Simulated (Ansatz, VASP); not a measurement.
RbHgH3: VASP beside Ansatz

```xyz
5
Lattice="4.2024 0.0000 0.0000 0.0000 4.2024 0.0000 0.0000 0.0000 4.2024" Properties=species:S:1:pos:R:3 pbc="T T T"
Rb    2.1012    2.1012    2.1012
Hg    0.0000    0.0000    0.0000
H     2.1012    0.0000    0.0000
H     0.0000    2.1012    0.0000
H     0.0000    0.0000    2.1012
```

Alike in both runs: functional PBE; k mesh 10 × 10 × 10; occupations gaussian, width 0.1 eV; no spin polarisation.

Ansatz relaxed the structure, and its values are those at the end. VASP's run is a single point on that final structure, the one shown.

|  | VASP | Ansatz |
| --- | --- | --- |
| version | VASP 6.6.1 | Ansatz 0.2.0 |
| potentials or method | VASP PAW PBE potentials, release 64 (Rb_sv, Hg, H) | scalar-relativistic, plane waves, PAW |
| plane-wave cutoff (eV) | 520 | 420 |
| valence electrons in the cell | 24 | 32 |

|  | VASP | Ansatz | Ansatz less VASP |
| --- | --- | --- | --- |
| gap on the k mesh at the Fermi level (eV) | none | none | - |
| pressure (GPa) | 0.0 | 0.0 | -0.07 |

A gap of «none» marks a metal or a gap that the smearing closes. The two sets of potentials don't hold the same shells in valence.

The runs have no spin-orbit coupling, so splittings on Hg are missing.
